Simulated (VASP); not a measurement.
Output of a VASP run:

**OSZICAR**
```
       N       E                     dE             d eps       ncg     rms          rms(c)
DAV:   1     0.388405405799E+02    0.38841E+02   -0.36263E+03   752   0.827E+02
DAV:   2    -0.665578745032E+01   -0.45496E+02   -0.45450E+02   752   0.219E+02
DAV:   3    -0.833584580193E+01   -0.16801E+01   -0.16780E+01  1336   0.368E+01
DAV:   4    -0.835829284449E+01   -0.22447E-01   -0.22432E-01  1104   0.379E+00
DAV:   5    -0.835847183189E+01   -0.17899E-03   -0.17898E-03  1320   0.249E-01    0.204E+00
DAV:   6    -0.654422525503E+01    0.18142E+01   -0.15090E+00   768   0.119E+01    0.988E-01
DAV:   7    -0.599497660940E+01    0.54925E+00   -0.27596E-01   912   0.483E+00    0.626E-01
DAV:   8    -0.633939021654E+01   -0.34441E+00   -0.21666E-01   776   0.397E+00    0.354E-01
DAV:   9    -0.588665531238E+01    0.45273E+00   -0.17457E-01   768   0.362E+00    0.543E-02
DAV:  10    -0.602044110116E+01   -0.13379E+00   -0.59139E-02   856   0.286E+00    0.743E-02
DAV:  11    -0.602065798207E+01   -0.21688E-03   -0.19079E-03  1360   0.261E-01    0.888E-02
DAV:  12    -0.601694637615E+01    0.37116E-02   -0.44540E-03   752   0.108E+00    0.107E-01
DAV:  13    -0.601003154948E+01    0.69148E-02   -0.47421E-03   784   0.987E-01    0.902E-02
DAV:  14    -0.598367498858E+01    0.26357E-01   -0.65891E-02   784   0.302E+00    0.809E-01
DAV:  15    -0.601124269633E+01   -0.27568E-01   -0.22064E-02   752   0.187E+00    0.718E-01
DAV:  16    -0.601179398793E+01   -0.55129E-03   -0.21524E-03  1136   0.518E-01    0.784E-01
DAV:  17    -0.602879063198E+01   -0.16997E-01   -0.20955E-02   784   0.168E+00    0.834E-01
DAV:  18    -0.601871434631E+01    0.10076E-01   -0.19799E-03   768   0.519E-01    0.814E-01
DAV:  19    -0.602067408145E+01   -0.19597E-02   -0.23676E-04  1048   0.111E-01    0.817E-01
DAV:  20    -0.602064845856E+01    0.25623E-04   -0.85107E-03   808   0.116E+00    0.393E-01
DAV:  21    -0.602100826292E+01   -0.35980E-03   -0.21579E-03   872   0.513E-01    0.220E-01
DAV:  22    -0.602548348459E+01   -0.44752E-02   -0.99413E-04   872   0.390E-01    0.172E-01
DAV:  23    -0.601253952000E+01    0.12944E-01   -0.44017E-03   808   0.841E-01    0.711E-02
DAV:  24    -0.601050558377E+01    0.20339E-02   -0.17522E-03   752   0.653E-01    0.345E-02
DAV:  25    -0.600897508008E+01    0.15305E-02   -0.46004E-04   864   0.291E-01    0.181E-02
DAV:  26    -0.600823737910E+01    0.73770E-03   -0.33346E-04   816   0.205E-01    0.834E-03
DAV:  27    -0.600807693117E+01    0.16045E-03   -0.34091E-04   864   0.207E-01    0.498E-03
DAV:  28    -0.600806571382E+01    0.11217E-04   -0.19092E-05  1112   0.448E-02    0.418E-03
DAV:  29    -0.600806816437E+01   -0.24506E-05   -0.13018E-05   992   0.361E-02    0.357E-03
DAV:  30    -0.600806591653E+01    0.22478E-05   -0.15722E-06   960   0.201E-02    0.250E-03
DAV:  31    -0.600807633721E+01   -0.10421E-04   -0.31271E-06   832   0.201E-02    0.142E-03
DAV:  32    -0.600806372899E+01    0.12608E-04   -0.11778E-05   792   0.304E-02    0.429E-04
DAV:  33    -0.600806274755E+01    0.98144E-06   -0.84757E-07   800   0.120E-02    0.471E-04
DAV:  34    -0.600806256983E+01    0.17772E-06   -0.51011E-07   856   0.712E-03    0.421E-04
DAV:  35    -0.600806223737E+01    0.33245E-06   -0.31444E-07   912   0.614E-03    0.163E-04
DAV:  36    -0.600806232062E+01   -0.83250E-07   -0.18913E-08   944   0.148E-03
   1 F= -.60080623E+01 E0= -.60076746E+01  d E =-.116307E-02
```

**OUTCAR**
```
------------------------ aborting loop because EDIFF is reached ----------------------------------------
  FORCE on cell =-STRESS in cart. coord.  units (eV):
  Direction    XX          YY          ZZ          XY          YZ          ZX
  --------------------------------------------------------------------------------------
  Total        0.0019031      0.0019031      0.0019031      0.0000000     -0.0000000     -0.0000000
  in kB        0.0400470      0.0400470      0.0400470      0.0000000     -0.0000000     -0.0000000
  external PRESSURE =       0.0400470 kB  Pullay stress =       0.0000000 kB
  volume of cell :       76.14
      direct lattice vectors                 reciprocal lattice vectors
    -2.669998628  2.669998628  2.669998628     0.000000000  0.187266014  0.187266014
     2.669998628 -2.669998628  2.669998628     0.187266014  0.000000000  0.187266014
     2.669998628  2.669998628 -2.669998628     0.187266014  0.187266014  0.000000000
 POSITION                                       TOTAL-FORCE (eV/Angst)
 -----------------------------------------------------------------------------------
      0.00000      0.00000      0.00000        -0.000000      0.000000      0.000000
 -----------------------------------------------------------------------------------
    total drift:                               -0.000000      0.000000      0.000000
  FREE ENERGIE OF THE ION-ELECTRON SYSTEM (eV)
  ---------------------------------------------------
  free  energy   TOTEN  =        -6.0080623206 eV

  energy  without entropy=       -6.0068992467  energy(sigma->0) =       -6.00767463
```
(Selected blocks of OUTCAR.)

POSCAR:
```
K
1
   -2.6699986282     2.6699986282     2.6699986282
    2.6699986282    -2.6699986282     2.6699986282
    2.6699986282     2.6699986282    -2.6699986282
K
1
Direct
  0.0000000000   0.0000000000   0.0000000000
```

Question: Write an INCAR and KPOINTS that could have produced this output.

Answer: One answer among several that fit: the input of the run itself, r2SCAN meta-GGA, plane waves, VASP's PBE PAW potentials (set 64).

KPOINTS:
```
Regular mesh
0
Gamma
 10 10 10
```

### INCAR
```
! general
SYSTEM  = K
PREC    = Accurate
ENCUT   = 480
LREAL   = .FALSE.
LASPH   = .TRUE.

! electronic loop
EDIFF   = 1E-7
NELM    = 100
ALGO    = Normal
LMIXTAU = .TRUE.

! smearing
ISMEAR  = 1
SIGMA   = 0.1

! functional
METAGGA = R2SCAN

! ions
ISIF    = 2

! output
LWAVE   = .FALSE.
LCHARG  = .FALSE.
```

POTCAR, in this order: K_sv (PBE.64 set). Program: vasp_std.

The compound is K in the bcc structure. It was relaxed first.
